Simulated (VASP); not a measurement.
Data:

```
CoTi
1.0
    3.01142     0.00000     0.00000
    0.00000     3.01774     0.00000
    0.00000     0.00000     3.02445
Ti Co
1 1
Direct
  0.00000   0.00000   0.00000
  0.53090   0.50000   0.50000
```

These are PBE GGA, VASP's PBE PAW potentials (set 64) (plane waves; VASP) values and carry that method's errors. Settings: 400 eV cut-off, 11×11×11 Γ-centred mesh, tetrahedra, potentials Ti_sv Co.

Problem. Estimate the energy per atom (σ→0), pressure, largest force, band gap (on the k-mesh) with the smallest direct gap where there is one.

Solution. 
```yaml
band gap (on the k-mesh): none (metal, semimetal or under 0.01 eV)
energy per atom (σ→0): -7.776 eV/atom
pressure: -7.87 GPa
largest_force: 0.318 eV/Å
```

The compound is TiCo in the CsCl type structure. The cell was not relaxed at this level, atoms are displaced from their ideal sites. The run is one of a series of settings (ISMEAR = -4, SIGMA removed against the base run), some of them coarse on purpose. The run is not spin-polarised, so no magnetic state was tried. The electron count is odd and the run is not spin-polarised, which forces a metal.
